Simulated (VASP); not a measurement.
Input for VASP

**KPOINTS**
```
Automatic mesh
0
Gamma
9 9 9
0 0 0
```

**INCAR**
```
AGGAC  =  0.0
ALGO  =  Normal
EDIFF  =  1E-6
EDIFFG  =  -0.01
ENCUT  =  520
GGA  =  ML
IBRION  =  2
ISIF  =  3
ISMEAR  =  1
LASPH  =  .TRUE.
LCHARG  =  .FALSE.
LMAXMIX  =  4
LREAL  =  .FALSE.
LUSE_VDW  =  .TRUE.
LWAVE  =  .FALSE.
NELM  =  100
NSW  =  60
PREC  =  Accurate
SIGMA  =  0.1
SYSTEM  =  Sr
ZAB_VDW  =  -1.8867
```

File POSCAR:
```
Sr
1.0
  0.0000000000   3.0400000000   3.0400000000
  3.0400000000   0.0000000000   3.0400000000
  3.0400000000   3.0400000000   0.0000000000
Sr
1
Direct
  0.0000000000   0.0000000000   0.0000000000
```

POTCAR, in this order: Sr_sv (PBE.64 set). Program: vasp_std.

Question: Write an equivalent input for Quantum ESPRESSO's pw.x.

Answer: One equivalent input (not run):
```
&CONTROL
  calculation = 'vc-relax'
  pseudo_dir = './pseudo'
  outdir = './out'
  tprnfor = .true.
  tstress = .true.
  nstep = 60
  forc_conv_thr = 0.00039
/
&SYSTEM
  ibrav = 0
  nat = 1
  ntyp = 1
  ecutwfc = 68
  occupations = 'smearing'
  smearing = 'methfessel-paxton'
  degauss = 0.00735
  input_dft = 'vdw-df2'
/
&ELECTRONS
  conv_thr = 7.3e-08
  electron_maxstep = 100
/
&IONS
/
&CELL
/
ATOMIC_SPECIES
  Sr 87.620 Sr.upf
CELL_PARAMETERS angstrom
     0.0000000    3.0400000    3.0400000
     3.0400000    0.0000000    3.0400000
     3.0400000    3.0400000    0.0000000
ATOMIC_POSITIONS crystal
  Sr   0.0000000  0.0000000  0.0000000
K_POINTS automatic
  9 9 9 0 0 0
```
The two are equivalent in intent, not identical: the potentials are each code's own (VASP's PAW set, PseudoDojo norm-conserving files in pw.x), so ENCUT and ecutwfc are chosen apart and not converted; conv_thr bounds pw.x's estimated SCF error, while EDIFF bounds the energy change between steps; forc_conv_thr acts on force components and is met together with etot_conv_thr.

The compound is Sr in the fcc structure. This run relaxes it. Symmetry was kept, so distortions that lower it aren't found.
